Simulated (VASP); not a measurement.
LiF:

```xyz
2
Lattice="0.0000 2.0270 2.0270 2.0270 0.0000 2.0270 2.0270 2.0270 0.0000" Properties=species:S:1:pos:R:3 pbc="T T T"
Li    0.0000    0.0000    0.0000
F     2.0270    2.0270    2.0270
```

The cell was built by a generator and needn't be a form met in nature.

Program: VASP 6.6.1. Alike in all runs: potentials or basis VASP PAW PBE potentials, release 64 (Li_sv, F); no spin polarisation; cell as given; cutoff (eV) 520; smearing gaussian 0.02 eV. Hardware: 4 MPI ranks on Intel(R) Xeon(R) 6975P-C (Granite Rapids), with other jobs on the host.

Order these runs on this cell by their wall time, lowest first.
A. task band structure; level PBE0; k mesh 8 × 8 × 8; grid for exact exchange (PRECFOCK) Fast; exchange at q = 0 truncated
B. task electrostatic potential; level r2SCAN; k mesh 12 × 12 × 12
C. task electrostatic potential; level PBE0; k mesh 8 × 8 × 8; grid for exact exchange (PRECFOCK) Fast; exchange at q = 0 default

B (7.5 s), C (56 s), A (210 s).

Runs at the PBE level aren't shown here.
